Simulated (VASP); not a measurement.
OSZICAR of a VASP run on CdSe (wurtzite):

**OSZICAR**
```
       N       E                     dE             d eps       ncg     rms          rms(c)
DAV:   1     0.283975375676E+03    0.28398E+03   -0.17433E+04   616   0.149E+03
DAV:   2     0.401940787206E+02   -0.24378E+03   -0.23846E+03   682   0.356E+02
DAV:   3     0.273792641385E+02   -0.12815E+02   -0.12772E+02   742   0.839E+01
DAV:   4     0.272662349699E+02   -0.11303E+00   -0.11297E+00   700   0.760E+00
DAV:   5     0.272653063675E+02   -0.92860E-03   -0.92855E-03   760   0.648E-01    0.100E+01
DAV:   6     0.341129802176E+02    0.68477E+01   -0.79451E+00   628   0.403E+01    0.801E+00
DAV:   7     0.374801052773E+02    0.33671E+01   -0.23026E+00   658   0.158E+01    0.615E+00
DAV:   8     0.324268722507E+02   -0.50532E+01   -0.12382E+01   640   0.343E+01    0.858E+00
DAV:   9     0.374401072719E+02    0.50132E+01   -0.82728E+00   622   0.307E+01    0.958E-01
DAV:  10     0.373069175486E+02   -0.13319E+00   -0.20372E-01   712   0.421E+00    0.112E+00
DAV:  11     0.373398965610E+02    0.32979E-01   -0.52320E-03   690   0.781E-01    0.727E-01
DAV:  12     0.373417795755E+02    0.18830E-02   -0.10138E-01   616   0.342E+00    0.479E-01
DAV:  13     0.372413903337E+02   -0.10039E+00   -0.45842E-02   616   0.212E+00    0.306E-01
DAV:  14     0.372324628601E+02   -0.89275E-02   -0.18060E-03   688   0.458E-01    0.192E-01
DAV:  15     0.372340402806E+02    0.15774E-02   -0.10822E-03   634   0.293E-01    0.261E-01
DAV:  16     0.372309130481E+02   -0.31272E-02   -0.54376E-04   718   0.260E-01    0.190E-01
DAV:  17     0.372304763892E+02   -0.43666E-03   -0.23908E-04   640   0.137E-01    0.718E-02
DAV:  18     0.372305011075E+02    0.24718E-04   -0.42387E-05   676   0.611E-02    0.181E-02
DAV:  19     0.372304661683E+02   -0.34939E-04   -0.29139E-05   634   0.574E-02    0.294E-02
DAV:  20     0.372304454144E+02   -0.20754E-04   -0.47439E-05   628   0.621E-02    0.475E-02
DAV:  21     0.372304432364E+02   -0.21780E-05   -0.16506E-06   712   0.112E-02    0.323E-02
DAV:  22     0.372304410002E+02   -0.22362E-05   -0.21672E-06   676   0.105E-02    0.455E-03
DAV:  23     0.372304402542E+02   -0.74595E-06   -0.82021E-07   694   0.879E-03    0.199E-03
DAV:  24     0.372304401207E+02   -0.13351E-06   -0.85316E-08   470   0.358E-03    0.131E-03
DAV:  25     0.372304401213E+02    0.59845E-09   -0.13504E-08   386   0.127E-03
   1 F= 0.37230440E+02 E0= 0.37230440E+02  d E =0.372304E+02
       N       E                     dE             d eps       ncg     rms          rms(c)
DAV:   1     0.372304222738E+02   -0.17847E-04   -0.11288E-02   628   0.704E-01    0.392E-02
DAV:   2     0.372304118304E+02   -0.10443E-04   -0.17263E-04   742   0.101E-01    0.154E-02
DAV:   3     0.372304163863E+02    0.45559E-05   -0.84303E-06   658   0.246E-02    0.778E-03
DAV:   4     0.372304230794E+02    0.66932E-05   -0.77079E-06   676   0.257E-02    0.204E-03
DAV:   5     0.372304201255E+02   -0.29539E-05   -0.59737E-06   628   0.250E-02    0.201E-03
DAV:   6     0.372304156107E+02   -0.45148E-05   -0.67945E-07   628   0.761E-03    0.441E-04
DAV:   7     0.372304149607E+02   -0.65000E-06   -0.23999E-07   528   0.441E-03    0.349E-04
DAV:   8     0.372304149375E+02   -0.23128E-07   -0.37928E-08   362   0.153E-03
   2 F= 0.37230415E+02 E0= 0.37230415E+02  d E =-.251838E-04
```

**Question.** Which electronic solver shows in the log?

**Answer.** It is blocked Davidson (ALGO = Normal, or the opening steps of other solvers). The INCAR had ALGO = Normal.

**Question.** Can the final energy be trusted as converged?

**Answer.** The calculation finished and met its thresholds. It stopped with EDIFF = 1E-7, NELM = 100, NSW = 30 and EDIFFG = -0.01 after 2 ionic steps (revTPSS meta-GGA, plane waves, VASP's PBE PAW potentials (set 64)).

The compound is CdSe in the wurtzite structure. This cell is one point of a volume scan, at 0.97 of the reference volume. Symmetry was kept, so distortions that lower it aren't found.
